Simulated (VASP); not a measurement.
CrTe2, 6 atoms in the cell. It takes space group P-3m1 (No. 164, trigonal). Conventional cell: a = 3.810 Å, b = 3.810 Å, c = 6.130 Å, α = 90.00°, β = 90.00°, γ = 120.00°. Cr (site symmetry -3m) has 6 Te at 2.69 Å as nearest neighbours. Te (site symmetry 3m) has 3 Cr at 2.69 Å as nearest neighbours. The cell was built by a generator and isn't the measured one.

```yaml
Program: VASP 6.6.1
Task: single point
Functional: r2SCAN
Potentials_or_basis: VASP PAW PBE potentials, release 64 (Cr_pv, Te)
Cutoff: 520 eV
k_mesh: 12 × 12 × 4
Occupations: fermi-dirac, width 0.05 eV
Spin: collinear spin, antiferromagnetic start
Starting_moments: "[3.0, -3.0, 0.0, 0.0, 0.0, 0.0] μB"
Further_INCAR_settings: ALGO = Normal; EDIFF = 1e-06; NBANDS = 37
```

Potentials or basis: VASP PAW PBE potentials, release 64 (Cr_pv, Te).

Launch:

```sh
$ cat potpaw_PBE.64/Cr_pv/POTCAR potpaw_PBE.64/Te/POTCAR > POTCAR
$ mpirun -np 1 vasp_std > vasp.out
```

Hardware: 1 thread of Intel(R) Xeon(R) Platinum 8488C (Sapphire Rapids) (shared host).

Question: Estimate the wall time of this run.

Answer: Wall time 66 min on 1 thread of Intel(R) Xeon(R) Platinum 8488C (Sapphire Rapids), on a shared host, peak memory 0.73 GiB. Counts: scf iterations 34, k points 69.
